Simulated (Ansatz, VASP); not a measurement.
## Cd3SbP: VASP beside Ansatz

One calculation is typed for both programs; each brings its own data sets and cutoff. How far apart do they land? The cell is invented: As first built, before any earlier steps moved the atoms (in the runner's words): it takes the Ca3SbP structure with some of its atoms replaced by other elements, volume scaled by an estimate. It may not be a known or stable phase. The cell is taken from a series of VASP runs on this material, whose earlier steps may have relaxed, scaled or displaced it; both programs get it as it stands.

Calculated with Ansatz 0.2.0; plane waves, with VASP 6.6.1 beside it; band structure at LDA, spin-orbit coupling.

### Step 1. Set-up

The structure is cubic, space group Pm-3m (No. 221). The conventional cell has a = 4.939 Å, b = 4.939 Å, c = 4.939 Å, α = 90.00°, β = 90.00°, γ = 90.00°. Nearest to Sb lie 12 Cd at 3.49 Å. Nearest to Cd lie 2 P at 2.47 Å and 8 Cd at 3.49 Å and 4 Sb at 3.49 Å. Nearest to P lie 6 Cd at 2.47 Å. As first built, before any earlier steps moved the atoms (in the runner's words): sites of the Ca3SbP structure (space group 221) filled with other elements, volume scaled by an estimate. Farther neighbours are not listed.

Coordinates:

```xyz
5
Lattice="4.9387 0.0000 0.0000 0.0000 4.9387 0.0000 0.0000 0.0000 4.9387" Properties=species:S:1:pos:R:3 pbc="T T T"
Sb    0.0000    0.0000    0.0000
Cd    0.0000    2.4694    2.4694
Cd    2.4694    0.0000    2.4694
Cd    2.4694    2.4694    0.0000
P     2.4694    2.4694    2.4694
```

### Step 2. VASP: band structure, LDA, spin-orbit coupling

With cell and atoms fixed, the geometry can't cause a difference; cores, projectors, grids and the points listed under the comparison can.

Lines of VASP's logs that name or quote its potential files are left out, and so is its time.

INCAR reads:

```
SYSTEM = Cd3SbP
PREC = Accurate
ENCUT = 400
EDIFF = 1E-06
NELM = 100
ISMEAR = 0
SIGMA = 0.05
LREAL = .FALSE.
ALGO = Normal
GGA = CA
LNONCOLLINEAR = .TRUE.
MAGMOM = 0 0 0 0 0 0 0 0 0 0 0 0 0 0 0
NBANDS = 58
GGA_COMPAT = .FALSE.
LASPH = .TRUE.
LSORBIT = .TRUE.
LORBIT = 11
LWAVE = .FALSE.
LCHARG = .FALSE.
KPAR = 2
```

POSCAR reads:

```
Cd3SbP
1.0
    4.9387338245      0.0000000000      0.0000000000
    0.0000000000      4.9387338245      0.0000000000
    0.0000000000      0.0000000000      4.9387338245
Sb Cd P
1 3 1
Direct
    0.0000000000      0.0000000000      0.0000000000
    0.0000000000      0.5000000000      0.5000000000
    0.5000000000      0.0000000000      0.5000000000
    0.5000000000      0.5000000000      0.0000000000
    0.5000000000      0.5000000000      0.5000000000
```

KPOINTS reads:

```
Automatic mesh
0
Gamma
5 5 5
0 0 0
```

KPOINTS_OPT reads:

```
Line mode
16
Line-mode
Reciprocal
  0.00000000   0.00000000   0.00000000 GAMMA
  0.00000000   0.50000000   0.00000000 X

  0.00000000   0.50000000   0.00000000 X
  0.50000000   0.50000000   0.00000000 M

  0.50000000   0.50000000   0.00000000 M
  0.00000000   0.00000000   0.00000000 GAMMA

  0.00000000   0.00000000   0.00000000 GAMMA
  0.50000000   0.50000000   0.50000000 R

  0.50000000   0.50000000   0.50000000 R
  0.00000000   0.50000000   0.00000000 X

  0.50000000   0.50000000   0.00000000 M
  0.50000000   0.50000000   0.50000000 R
```

Potentials, in the order of the species: Sb, Cd and P (LDA family, release 64).

On the command line:

```bash
> mpirun -np 2 vasp_ncl
```

Numbers of over 12 decimals in the logs are rounded to 6 here.

What it wrote:

```text
[banner, memory and clock lines left out]
running    2 mpi-ranks, on    1 nodes
 distrk:  each k-point on    1 cores,    2 groups
 distr:  one band on    1 cores,    1 groups

 POSCAR found type information on POSCAR SbCdP
 POSCAR found :  3 types and       5 ions
 LDA part: xc-table for (Slater(with rela. corr.)+CA(PZ))
 , standard interpolation
 POSCAR, INCAR and KPOINTS ok, starting setup
 FFT: planning ... GRIDC
 FFT: planning ... GRID_SOFT
 FFT: planning ... GRID
 WAVECAR not read
 entering main loop
       N       E                     dE             d eps       ncg     rms          rms(c)
DAV:   1     0.291571219901E+03    0.29157E+03   -0.18731E+04  1160   0.119E+03
DAV:   2     0.599368421590E-01   -0.29151E+03   -0.28297E+03  1258   0.345E+02
DAV:   3    -0.146086488409E+02   -0.14669E+02   -0.14450E+02  1286   0.826E+01
DAV:   4    -0.148109001648E+02   -0.20225E+00   -0.20108E+00  1306   0.766E+00
DAV:   5    -0.148137641030E+02   -0.28639E-02   -0.28611E-02  1268   0.971E-01    0.119E+01
DAV:   6    -0.137608638219E+02    0.10529E+01   -0.25958E+00  1282   0.153E+01    0.878E+00
DAV:   7    -0.137341140179E+02    0.26750E-01   -0.72298E-01  1244   0.415E+00    0.379E+00
DAV:   8    -0.137197289707E+02    0.14385E-01   -0.85358E-02  1238   0.286E+00    0.133E+00
DAV:   9    -0.137176228443E+02    0.21061E-02   -0.70897E-03  1220   0.726E-01    0.364E-01
DAV:  10    -0.137173812585E+02    0.24159E-03   -0.23417E-03  1224   0.436E-01    0.650E-02
DAV:  11    -0.137173243207E+02    0.56938E-04   -0.46297E-04  1216   0.212E-01    0.456E-02
DAV:  12    -0.137173212744E+02    0.30462E-05   -0.28896E-05  1236   0.276E-02    0.291E-02
DAV:  13    -0.137173199920E+02    0.12824E-05   -0.77533E-06   938   0.124E-02    0.141E-02
DAV:  14    -0.137173201723E+02   -0.18029E-06   -0.29674E-06  1036   0.145E-02
   1 F= -.13717320E+02 E0= -.13712873E+02  d E =-.889493E-02  mag=    -0.0000     0.0000    -0.0000
 Start KPOINTS_OPT (optional k-point list driver)
k-point batch [1-10\96]
       N       E                     dE             ncg
DAV:   1     0.138048676839E+04    0.37611E+03     1168
DAV:   2    -0.151690281788E+04   -0.28974E+04     1260
DAV:   3    -0.166647233745E+04   -0.14957E+03     1276
DAV:   4    -0.166829128951E+04   -0.18190E+01     1230
DAV:   5    -0.166831508687E+04   -0.23797E-01     1252
DAV:   6    -0.166831562199E+04   -0.53512E-03     1242
DAV:   7    -0.166831563697E+04   -0.14979E-04     1260
DAV:   8    -0.166831563740E+04   -0.42678E-06      876
[...]
k-point batch [91-96\96]
       N       E                     dE             ncg
DAV:   1     0.540786874316E+04   -0.67370E+04      696
DAV:   2     0.363528757374E+04   -0.17726E+04      764
DAV:   3     0.356521649512E+04   -0.70071E+02      778
DAV:   4     0.356463438612E+04   -0.58211E+00      860
DAV:   5     0.356462583796E+04   -0.85482E-02      824
DAV:   6     0.356462564489E+04   -0.19307E-03      872
DAV:   7     0.356462563936E+04   -0.55245E-05      832
DAV:   8     0.356462563922E+04   -0.14446E-06      632
```

OUTCAR, selected parts (step 2):

```text
ion  position               nearest neighbor table
   1  0.000  0.000  0.000-   2 3.49   3 3.49   4 3.49   2 3.49   3 3.49   2 3.49   4 3.49   2 3.49
                             3 3.49   4 3.49   3 3.49   4 3.49
   2  0.000  0.500  0.500-   5 2.47   5 2.47   4 3.49   1 3.49   1 3.49   4 3.49   1 3.49   3 3.49
                             1 3.49   3 3.49   4 3.49   3 3.49   4 3.49   3 3.49
   3  0.500  0.000  0.500-   5 2.47   5 2.47   4 3.49   1 3.49   1 3.49   4 3.49   2 3.49   4 3.49
                             2 3.49   4 3.49   1 3.49   2 3.49   1 3.49   2 3.49
   4  0.500  0.500  0.000-   5 2.47   5 2.47   3 3.49   1 3.49   2 3.49   3 3.49   2 3.49   1 3.49
                             3 3.49   3 3.49   1 3.49   2 3.49   2 3.49   1 3.49
   5  0.500  0.500  0.500-   2 2.47   3 2.47   4 2.47   4 2.47   3 2.47   2 2.47

  LATTYP: Found a simple cubic cell.
 ALAT       =     4.9387338245

 Subroutine GETGRP returns: Found 48 space group operations
 (whereof 48 operations were pure point group operations)

The static configuration has the point symmetry O_h .

 Found     10 irreducible k-points:

   k-points           NKPTS =     10   k-points in BZ     NKDIM =     10   number of bands    NBANDS=     58

   dimension x,y,z NGX =    32 NGY =   32 NGZ =   32
   dimension x,y,z NGXF=    64 NGYF=   64 NGZF=   64

   ENCUT  =  400.0 eV  29.40 Ry    5.42 a.u.   8.05  8.05  8.05*2*pi/ulx,y,z

   NELECT =      46.0000    total number of electrons

 k-points in reciprocal lattice and weights: Automatic mesh
   0.00000000  0.00000000  0.00000000       0.008
   0.20000000  0.00000000  0.00000000       0.048
   0.40000000  0.00000000  0.00000000       0.048
   0.20000000  0.20000000  0.00000000       0.096
   0.40000000  0.20000000  0.00000000       0.192
   0.40000000  0.40000000  0.00000000       0.096
   0.20000000  0.20000000  0.20000000       0.064
   0.40000000  0.20000000  0.20000000       0.192
   0.40000000  0.40000000  0.20000000       0.192
   0.40000000  0.40000000  0.40000000       0.064

 average (electrostatic) potential at core
       1 -89.0917       2 -39.1009       3 -39.1009       4 -39.1009       5 -86.3779

 E-fermi :   3.7092

 k-point     1 :       0.0000    0.0000    0.0000
  band No.  band energies     occupation
    ...
     46       3.0871      1.00000
     47       3.6424      0.97067
     48       3.6424      0.97067
     49       3.6424      0.97067
     50       3.6424      0.97067
     51       3.8099      0.00220
     52       3.8099      0.00220
     53       8.7033      0.00000
     54       8.7033      0.00000
     55       8.7033      0.00000
    ...

 k-point     2 :       0.2000    0.0000    0.0000
  band No.  band energies     occupation
    ...
     44       2.7827      1.00000
     45       3.2141      1.00000
     46       3.2141      1.00000
     47       3.5814      0.99985
     48       3.5814      0.99985
     49       4.1164      0.00000
     50       4.1164      0.00000
     51       5.5089      0.00000
     52       5.5089      0.00000
     53       7.4926      0.00000
    ...

 k-point     3 :       0.4000    0.0000    0.0000
  band No.  band energies     occupation
    ...
     44       2.9992      1.00000
     45       3.0377      1.00000
     46       3.0377      1.00000
     47       3.3501      1.00000
     48       3.3501      1.00000
     49       6.3033      0.00000
     50       6.3033      0.00000
     51       6.6078      0.00000
     52       6.6078      0.00000
     53       7.1719      0.00000
    ...

  Total       -0.0960030     -0.0960030     -0.0960030      0.0000000      0.0000000     -0.0000000
  in kB       -1.2768756     -1.2768756     -1.2768756      0.0000000      0.0000000     -0.0000000
  external PRESSURE =      -1.2768756 kB  Pullay stress =       0.0000000 kB

  energy-cutoff  :      400.00
  volume of cell :      120.46
      direct lattice vectors                 reciprocal lattice vectors
     4.938733824  0.000000000  0.000000000     0.202481048  0.000000000  0.000000000
     0.000000000  4.938733824  0.000000000     0.000000000  0.202481048  0.000000000
     0.000000000  0.000000000  4.938733824     0.000000000  0.000000000  0.202481048

 POSITION                                       TOTAL-FORCE (eV/Angst)
 -----------------------------------------------------------------------------------
      0.00000      0.00000      0.00000         0.000000      0.000000      0.000000
      0.00000      2.46937      2.46937         0.000000      0.000000      0.000000
      2.46937      0.00000      2.46937         0.000000      0.000000      0.000000
      2.46937      2.46937      0.00000         0.000000      0.000000      0.000000
      2.46937      2.46937      2.46937         0.000000      0.000000      0.000000
 -----------------------------------------------------------------------------------
    total drift:                                0.000000     -0.000000     -0.000000

  FREE ENERGIE OF THE ION-ELECTRON SYSTEM (eV)
  ---------------------------------------------------
  free  energy   TOTEN  =       -13.7173201723 eV

  energy  without entropy=      -13.7084252382  energy(sigma->0) =      -13.71287271

 Spin-Orbit-Coupling matrix elements
 Ion:    1  E_soc:     -0.1885345
 Ion:    2  E_soc:     -0.0594776
 Ion:    3  E_soc:     -0.0594776
 Ion:    4  E_soc:     -0.0594776
 Ion:    5  E_soc:     -0.0006613

 total charge
# of ion       s       p       d       tot
------------------------------------------
    1        1.200   1.172   0.011   2.384
    2        0.528   0.281   9.515  10.325
    3        0.528   0.281   9.515  10.325
    4        0.528   0.281   9.515  10.325
    5        1.062   1.492   0.000   2.554
--------------------------------------------------
tot          3.847   3.508  28.557  35.913

 magnetization (x)
# of ion       s       p       d       tot
------------------------------------------
    1        0.000   0.000  -0.000  -0.000
    2        0.000   0.000   0.000   0.000
    3        0.000   0.000   0.000   0.000
    4        0.000  -0.000   0.000  -0.000
    5        0.000   0.000   0.000   0.000
--------------------------------------------------
tot          0.000   0.000  -0.000   0.000

 magnetization (y)
# of ion       s       p       d       tot
------------------------------------------
    1       -0.000   0.000  -0.000  -0.000
    2        0.000   0.000  -0.000  -0.000
    3        0.000   0.000   0.000   0.000
    4        0.000   0.000   0.000   0.000
    5        0.000   0.000   0.000   0.000
--------------------------------------------------
tot          0.000   0.000  -0.000   0.000

 magnetization (z)
# of ion       s       p       d       tot
------------------------------------------
    1        0.000   0.000  -0.000  -0.000
    2        0.000  -0.000   0.000  -0.000
    3        0.000   0.000   0.000   0.000
    4        0.000   0.000   0.000   0.000
    5        0.000   0.000   0.000   0.000
--------------------------------------------------
tot          0.000  -0.000   0.000   0.000

[... 3 further parts left out ...]
```

The run ends at a pressure of -0.13 GPa.

(Part 1 of 2 ends here.)

[Lines on the potential files, build, host, timing and source positions are cut from VASP's logs without a mark.]

[Logs are printed without paths, hosts, clocks, repeated set-up lines and the standing remarks that a program may print on its own settings, such as how far it seeks lower states.]

[Hosts, paths, dates, database ids (printed as entryN), source tags and the programs' standing remarks are cut or masked in the printed files.]
